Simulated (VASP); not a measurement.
Data:

```yaml
crystal:
  lattice:
    - [5.58836, 0.00000, 0.00000]
    - [0.00000, 5.58836, 0.00000]
    - [0.00000, 0.00000, 5.58836]
  atoms:
    - { symbol: Cs, position: [0.00000, 0.00000, 0.00000] }
    - { symbol: Pb, position: [0.50000, 0.50000, 0.50000] }
    - { symbol: Cl, position: [0.50000, 0.00000, 0.50000] }
    - { symbol: Cl, position: [0.00000, 0.50000, 0.50000] }
    - { symbol: Cl, position: [0.50000, 0.50000, 0.00000] }
```

The numbers are results of SCAN meta-GGA, VASP's PBE PAW potentials (set 64) (plane waves; VASP), not measurements. Settings: 520 eV cut-off, 4×4×4 Γ-centred mesh, Gaussian smearing of 0.050 eV, potentials Cs_sv Pb_d Cl.

Unless said otherwise, spin-orbit coupling is left out, though it shifts the bands of the heavy elements here.

What does the run give for the energy per atom (σ→0), band gap (on the k-mesh) with the smallest direct gap where there is one?

The band gap (on the k-mesh) comes out as 2.18 eV and the smallest direct gap (on the k-mesh) comes out as 2.18 eV. The energy per atom (σ→0) comes out as -29.133 eV/atom.

The compound is CsPbCl3 in the cubic perovskite structure, the ideal cubic form; the compound distorts at low or room temperature. This cell is one point of a volume scan, at 0.97 of the reference volume.
